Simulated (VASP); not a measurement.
The cell holds one Na (bcc) (100) slab, with vacuum along c, ions free to move until forces fall under 0.03 eV/Å, no reconstruction beyond this cell, dipole correction on.

Here is the system:

```xyz
6
Lattice="4.2366 0.0000 0.0000 0.0000 4.2366 0.0000 0.0000 0.0000 27.6274" Properties=species:S:1:pos:R:3 pbc="T T T"
Na     2.1183     0.0000     8.5169
Na     4.2366     2.1183    10.6370
Na     2.1183     0.0000    12.7552
Na     0.0000     2.1183    14.8723
Na     2.1183     0.0000    16.9905
Na     4.2366     2.1183    19.1105
```

The numbers are results of r2SCAN meta-GGA, VASP's PBE PAW potentials (set 64) (plane waves; VASP), not measurements. Numerical set-up: 400 eV cut-off, 7×7×1 Γ-centred mesh, first-order Methfessel-Paxton smearing of 0.10 eV, potentials Na_pv.

Slab and bulk use different k-meshes, so the surface energy is good to a few per cent at best.

Predict its surface energy, work function, band gap (on the k-mesh).

```json
{
  "surface_energy": "0.26 J/m²",
  "work_function": "2.62 eV",
  "band gap (on the k-mesh)": "none (metal, semimetal or under 0.01 eV)"
}
```

The cell is a thin slab with vacuum, built from Na (bcc): (100) face.
